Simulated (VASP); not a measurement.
Calculation: r2SCAN meta-GGA, VASP's PBE PAW potentials (set 64) (plane waves; VASP).

The input files of a VASP run:

File KPOINTS:
```
Automatic mesh
0
G
7 7 7
```

### POSCAR
```
NaCl
1
    0.0000000000     2.8764000000     2.8764000000
    2.8764000000     0.0000000000     2.8764000000
    2.8764000000     2.8764000000     0.0000000000
Na Cl
1 1
Direct
  0.0000000000   0.0000000000   0.0000000000
  0.5000000000   0.5000000000   0.5000000000
```

INCAR:
```
ALGO = Normal
EDIFF = 1E-6
ENCUT = 400
ISIF = 2
ISMEAR = 0
LASPH = .True.
LCHARG = .False.
LMIXTAU = .True.
LREAL = .False.
LWAVE = .False.
METAGGA = R2SCAN
NELM = 100
PREC = Accurate
SIGMA = 0.05
SYSTEM = NaCl
```

POTCAR, in this order: Na_pv Cl (PBE.64 set). Program: vasp_std.

The resulting files:

File OUTCAR:
```
 ion  position               nearest neighbor table
   1  0.000  0.000  0.000-
   2  0.500  0.500  0.500-
  LATTYP: Found a face centered cubic cell.
 ALAT       =     5.7528000000
 Subroutine PRICEL returns:
 Original cell was already a primitive cell.
 Subroutine GETGRP returns: Found 48 space group operations
The static configuration has the point symmetry O_h .
The dynamic configuration has the point symmetry O_h .
 Subroutine INISYM returns: Found 48 space group operations
 Subroutine IBZKPT returns following result:
 Found     20 irreducible k-points:

 Following reciprocal coordinates:
            Coordinates               Weight
  0.000000  0.000000  0.000000      1.000000
  0.142857  0.000000  0.000000      8.000000
  0.285714  0.000000  0.000000      8.000000
  0.428571  0.000000  0.000000      8.000000
  0.142857  0.142857  0.000000      6.000000
  0.285714  0.142857  0.000000     24.000000
  0.428571  0.142857  0.000000     24.000000
 -0.428571  0.142857  0.000000     24.000000
 -0.285714  0.142857  0.000000     24.000000
...
```

File OSZICAR:
```
       N       E                     dE             d eps       ncg     rms          rms(c)
DAV:   1     0.782090099383E+02    0.78209E+02   -0.65260E+03   440   0.106E+03
DAV:   2    -0.867670956403E+01   -0.86886E+02   -0.81557E+02   501   0.259E+02
DAV:   3    -0.158298871141E+02   -0.71532E+01   -0.71179E+01   515   0.781E+01
DAV:   4    -0.159723220263E+02   -0.14243E+00   -0.14230E+00   518   0.122E+01
DAV:   5    -0.159761896149E+02   -0.38676E-02   -0.38672E-02   549   0.190E+00    0.218E+00
DAV:   6    -0.136494158452E+02    0.23268E+01   -0.87636E-01   476   0.109E+01    0.264E+00
DAV:   7    -0.134801635926E+02    0.16925E+00   -0.26527E-01   455   0.742E+00    0.648E-01
DAV:   8    -0.139595003549E+02   -0.47934E+00   -0.33480E-01   440   0.592E+00    0.915E-01
DAV:   9    -0.137303580040E+02    0.22914E+00   -0.67819E-02   455   0.324E+00    0.652E-01
DAV:  10    -0.137635036260E+02   -0.33146E-01   -0.34577E-02   449   0.244E+00    0.165E-01
DAV:  11    -0.137075132356E+02    0.55990E-01   -0.22527E-02   440   0.189E+00    0.178E-01
DAV:  12    -0.137297611793E+02   -0.22248E-01   -0.48116E-03   440   0.901E-01    0.950E-02
DAV:  13    -0.137626561877E+02   -0.32895E-01   -0.11837E-02   440   0.121E+00    0.257E-02
DAV:  14    -0.137627313889E+02   -0.75201E-04   -0.82938E-05   539   0.110E-01    0.116E-02
DAV:  15    -0.137628748265E+02   -0.14344E-03   -0.14042E-04   452   0.139E-01    0.197E-02
DAV:  16    -0.137628466860E+02    0.28141E-04   -0.96145E-06   491   0.465E-02    0.190E-02
DAV:  17    -0.137628560278E+02   -0.93418E-05   -0.38888E-06   452   0.173E-02    0.265E-03
DAV:  18    -0.137628294339E+02    0.26594E-04   -0.40226E-06   446   0.271E-02    0.162E-03
DAV:  19    -0.137628353989E+02   -0.59649E-05   -0.16456E-07   408   0.594E-03    0.101E-03
DAV:  20    -0.137628345916E+02    0.80727E-06   -0.32681E-08   232   0.249E-03
   1 F= -.13762835E+02 E0= -.13762835E+02  d E =-.212326E-17
```

### OUTCAR
```
------------------------ aborting loop because EDIFF is reached ----------------------------------------
  FORCE on cell =-STRESS in cart. coord.  units (eV):
  Direction    XX          YY          ZZ          XY          YZ          ZX
  --------------------------------------------------------------------------------------
  Total       -0.6307440     -0.6307440     -0.6307440     -0.0000000     -0.0000000      0.0000000
  in kB      -21.2317531    -21.2317531    -21.2317531     -0.0000000     -0.0000000      0.0000000
  external PRESSURE =     -21.2317531 kB  Pullay stress =       0.0000000 kB
  volume of cell :       47.60
      direct lattice vectors                 reciprocal lattice vectors
     0.000000000  2.876400000  2.876400000    -0.173828397  0.173828397  0.173828397
     2.876400000  0.000000000  2.876400000     0.173828397 -0.173828397  0.173828397
     2.876400000  2.876400000  0.000000000     0.173828397  0.173828397 -0.173828397
  FREE ENERGIE OF THE ION-ELECTRON SYSTEM (eV)
  ---------------------------------------------------
  free  energy   TOTEN  =       -13.7628345916 eV

  energy  without entropy=      -13.7628345916  energy(sigma->0) =      -13.76283459
```
(Selected blocks of OUTCAR.)

The compound is NaCl in the rock salt structure. The cell was not relaxed at this level. The run is one of a series of settings (GGA removed, LMIXTAU = .TRUE., METAGGA = R2SCAN against the base run), some of them coarse on purpose.
